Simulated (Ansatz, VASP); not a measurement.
# Cross-check of W2N between VASP and Ansatz

One calculation is typed for both programs; each brings its own data sets. How far apart do they land? The cell is taken from a series of runs on this material, whose earlier steps may have relaxed, scaled, displaced or heated it; both programs get it as it stands.

Method: plane waves, with VASP 6.6.1 beside it; PBE, in Ansatz 0.2.0.

## Step 1: The structure

The cell holds 3 atoms: 1 N and 2 W. Its edges and angles: a = 2.696 Å, b = 2.696 Å, c = 29.624 Å, α = 90.0°, β = 90.0°, γ = 120.0°. Vacuum lies along c.

## Step 2: Ansatz: zone-centre phonons, PBE

Ansatz runs on its PAW soft_1 files.

Second derivatives magnify differences that forces hide, and they need a tight electronic threshold.

File input.yaml:

```yaml
crystal:
  lattice:
    - [2.6962834156, 0.0, 0.0]
    - [-1.3481417078, 2.3350499337, 0.0]
    - [0.0, 0.0, 29.6237063742]
  atoms:
    - { symbol: "N", position: [0.0, 0.0, 0.3375674831] }
    - { symbol: W, position: [0.3333333333, 0.6666666667, 0.388380621] }
    - { symbol: W, position: [0.6666666667, 0.3333333333, 0.2867543452] }
  periodic: [true, true, false]
kpoints:
  mp_grid: { grid: [18, 18, 1] }
hamiltonian:
  xc: pbe
  pseudopotentials: { kind: paw, azcp: { folder: soft_1 } }
scf:
  occupations: { method: methfessel_paxton, width: 0.2 }
output:
  eigenvalues: true
phonons:
  method: dfpt
```

Command:

```sh
$ ansatz run input.yaml --threads 4 --pin off --max-ram 16384MiB --backend cpu --events-out ev --progress --plain --runs-dir out
```

Numbers of over 12 decimals in the logs are rounded to 6 here.

Log:

```text
Warning: crystal.symmetry: narrowed to the stabiliser of the run's FFT grids — unitary ops 12 → 6. A phonons.method: dfpt run fills in the rows of the dynamical matrix that it does not solve by its symmetry operations, which is exact only for operations that map its FFT grids onto themselves: filled in by any other, the frequencies could depend on the order in which like atoms are typed, or, by more than the grids' own error, on where the crystal sits among the grids' points. Excluded: 6 operations. The run can therefore solve more perturbations, solve them on more k-points, or both, and cost more. [rest of the remark cut]
Engine: ansatz 0.2.0, aarch64-unknown-linux-gnu
Pseudopotentials: kind: paw
Pseudopotential: N, paw, valence charge 5, recommended cutoff 420 eV (normal), soft_1/N.paw.azcp
Pseudopotential: W, paw, valence charge 14, recommended cutoff 420 eV (normal), soft_1/W.paw.azcp
Functional definition: PBE
  parameter kappa = 0.804
  parameter beta = 0.066725
  exchange = pbe_x(kappa = kappa, mu = beta*pi^2/3)
  correlation = pbe_c(beta = beta)
Crystal: 3 atoms, lattice volume = 186.510 Å³
Basis set: ecut = 420 eV, 3681 PW (Γ), exchange–correlation on 40×40×400 points (8 copies of the dense FFT grid, shifted against one another)
Bands: 21, of which v1, the nominal top of the filled ones, is band 17 counted from 1 (16 counted from 0)
Symmetry: 12 space group operations
k-points: 91 of 324 (irreducible under 2 space group operations, time reversal used)
Non-local potential: N, projectors of the file, l = 0: 2, l = 1: 2, l = 2: 1
Non-local potential: W, projectors of the file, l = 0: 3, l = 1: 2, l = 2: 2, l = 3: 1
PAW form: soft (Blöchl's): semilocal exchange-correlation on the pseudo side does not see the compensation charge
PAW one-centre angular grid: N, 110 points (default); XC on 64 Gauss nodes
PAW one-centre angular grid: W, 590 points (default); XC on 64 Gauss nodes
Initial density: superposition of atomic densities (neutral atoms: chi_scale 0, normalization atom)
Initial wavefunctions: pseudopotential atomic-orbital guess
Functional: x = pbe(κ = 0.804, μ = 0.219515), c = pbe(β = 0.066725)
SCF iter   1: F=—  HF=-21154.611933 eV  |F-HF|=—  |Δ(HF+E_count)|=         —  Δρ=5.56e-2  dr2=7.76e0  ethr=3.10e-3  ⟨swp⟩=12.3  Hψ=16419  notcnv=0
preconditioner: auto → LDOS  [metal: Δε(μ)=0.032 eV  Ē_g=8.381 eV  σ=0.200 eV  W_gap=0.13  n_scr=18 (ndim 8)  ℏωp=11.2 eV  f_vac=0.734  D(μ)=2.60/eV (n_scr^D=14)  β→1.0]
SCF iter   2: F=—  HF=-21152.984643 eV  |F-HF|=—  |Δ(HF+E_count)|=    1.63e0  S|Δr|=    0.00e0  Δρ=1.93e-2  dr2=6.82e-1  ethr=3.10e-3  ⟨swp⟩=4.2  Hψ=6542  notcnv=0  defer=26
SCF iter   3: F=—  HF=-21152.827703 eV  |F-HF|=—  |Δ(HF+E_count)|=   1.57e-1  S|Δr|=    0.00e0  Δρ=4.72e-3  dr2=7.95e-2  ethr=2.07e-3  ⟨swp⟩=3.7  Hψ=5329  notcnv=0  defer=11
SCF iter   4: F=—  HF=-21152.814706 eV  |F-HF|=—  |Δ(HF+E_count)|=   1.30e-2  S|Δr|=    0.00e0  Δρ=1.42e-3  dr2=8.68e-3  ethr=2.41e-4  ⟨swp⟩=3.5  Hψ=4241  notcnv=0  defer=8
SCF iter   5: F=—  HF=-21152.814049 eV  |F-HF|=—  |Δ(HF+E_count)|=   6.57e-4  S|Δr|=    0.00e0  Δρ=5.23e-4  dr2=4.72e-4  ethr=2.63e-5  ⟨swp⟩=4.2  Hψ=4990  notcnv=0  defer=8
SCF iter   6: F=—  HF=-21152.814151 eV  |F-HF|=—  |Δ(HF+E_count)|=   1.02e-4  S|Δr|=    0.00e0  Δρ=1.44e-4  dr2=7.20e-5  ethr=1.43e-6  ⟨swp⟩=4.1  Hψ=4742  notcnv=0  defer=8
SCF iter   7: F=—  HF=-21152.814175 eV  |F-HF|=—  |Δ(HF+E_count)|=   2.35e-5  S|Δr|=    0.00e0  Δρ=3.36e-5  dr2=5.00e-6  ethr=2.18e-7  ⟨swp⟩=3.4  Hψ=3736  notcnv=0  defer=8
SCF iter   8: F=—  HF=-21152.814177 eV  |F-HF|=—  |Δ(HF+E_count)|=   2.82e-6  S|Δr|=    0.00e0  Δρ=7.04e-6  dr2=1.31e-7  ethr=1.52e-8  ⟨swp⟩=3.9  Hψ=4476  notcnv=0  defer=8
SCF iter   9: F=—  HF=-21152.814178 eV  |F-HF|=—  |Δ(HF+E_count)|=   6.31e-7  S|Δr|=    0.00e0  Δρ=9.68e-7  dr2=1.67e-9  ethr=3.98e-10  ⟨swp⟩=4.1  Hψ=4630  notcnv=0  defer=8
SCF iter  10: F=—  HF=-21152.814178 eV  |F-HF|=—  |Δ(HF+E_count)|=   1.43e-8  S|Δr|=    0.00e0  Δρ=2.69e-7  dr2=1.07e-10  ethr=5.06e-12  ⟨swp⟩=4.5  Hψ=5220  notcnv=0  defer=8
SCF iter  11: F=-21152.814178 eV  HF=-21152.814178 eV  |F-HF|=1.82e-11  |Δ(HF+E_count)|=  5.09e-10  S|Δr|=    0.00e0  Δρ=4.36e-8  dr2=3.73e-12  ethr=1.00e-12  ⟨swp⟩=18.6  Hψ=18789  notcnv=0
SCF 1 converged in 11 iterations: F = -21152.814178 eV  dr2 = 3.73e-12
  greatest PAW one-centre occupation: 0.999 electrons in one spin orbital (limit 2), on the W atom at site 2 (counted from 0), in its partial waves of l = 0
DFPT response loops at Γ: preconditioner auto → none (partly filled bands, converged f_vac=0.740); β = 0.50; Broyden in place of MSR1
SCF converged after 11 iterations
Stability not checked: this state was not tested for a lower state beside it, because cold or Methfessel-Paxton smearing, or corrected tetrahedra, fill the levels in a way that the test cannot read (fill_not_monotonic; see scf.lower_state_search)
Free energy (F): -21152.814178 eV
Harris-Foulkes:  -21152.814178 eV  (|F-HF|=1.82e-11)
Internal energy: -21152.815890 eV  (E = F + TS)
E sigma→0 (E₀):  -21152.814606 eV
Entropy (-TS):   0.001711 eV (0.570 meV/atom)
Fermi energy:    -5.375452 eV
--- Per-component energies (eV) ---
  E_band       = -1031.802438
  E_kinetic    = 975.677414
  E_local      = -90784.198402  (includes V_loc(G=0)·N_el)
  E_nonlocal   = -14.746684
  E_hartree    = 44836.776145
  E_xc         = -593.846449
  E_vxc        = -536.734125  (∫ρ·V_xc dr)
  E_paw        = -17284.002526  (= ΣΔE_a)
  E_vpaw       = -345.354241  (= ΣTr[D̂ρ^β])
  E_aug_tail   = 0.001170  (compensation charges beyond the density's cutoff)
  E_ewald      = 41711.523442
  E_smearing   = 0.001711  (= −TS)
  E_closure    = 0.000000  (closes the sum)
  Σ components = -21152.814178   (vs F -21152.814178, Δ=0.00e0)
--- Band table (eV; the first three rows and the last of 91) ---
  k-point 0: bands = [... 13 lower, -7.1160, -6.7460, -6.6219, -6.3375, -6.3375, -4.6425, -4.6425, -3.0589]
  k-point 1: bands = [... 13 lower, -7.3423, -6.6782, -6.6581, -6.2805, -6.2024, -4.7815, -4.6465, -3.0172]
  k-point 2: bands = [... 13 lower, -7.8201, -6.7856, -6.5470, -6.2268, -5.8019, -5.0141, -4.5901, -2.9510]
  k-point 90: bands = [... 13 lower, -7.4926, -7.1386, -6.7432, -5.3256, -4.1586, -3.5678, -2.3416, -1.6448]
--- Phonons (Γ-DFPT): 6 representative perturbations + reference, on 91 of 324 k-points (Σ response iterations 33) ---
  ASR residual: 4.174e-5 → 0.000e0 eV/Å²; symmetrization residual: 1.126e-5 eV/Å²
  The last average, over the group as it would stand without the narrowing to the FFT grids, took up to 3.788e-7 eV/Å² of the zone centre's force constants
  ASR residual per site (eV/Å²): 1.81e-5 4.17e-5 4.14e-5
  Γ frequencies (cm⁻¹): 0.00 0.00 0.00 89.22 89.22 166.50 351.71 351.71 541.52
  non-analytic LO–TO correction: not included (Born effective charges unavailable; polar crystals: no LO–TO splitting at Γ)
```

Reading the cycles: dr2 is the Hartree energy of the density residual (eV), the measure of convergence; HF is the Harris–Foulkes estimate of the energy, which meets the free energy F at convergence.

(Part 1 of 2 ends here.)

[Lines on the potential files, build, host, timing and source positions are cut from VASP's logs without a mark.]

[Logs are printed without paths, hosts, clocks, repeated set-up lines and the standing remarks that a program may print on its own settings, such as how far it seeks lower states.]

[Hosts, paths, dates, database ids (printed as entryN), source tags and the programs' standing remarks are cut or masked in the printed files.]
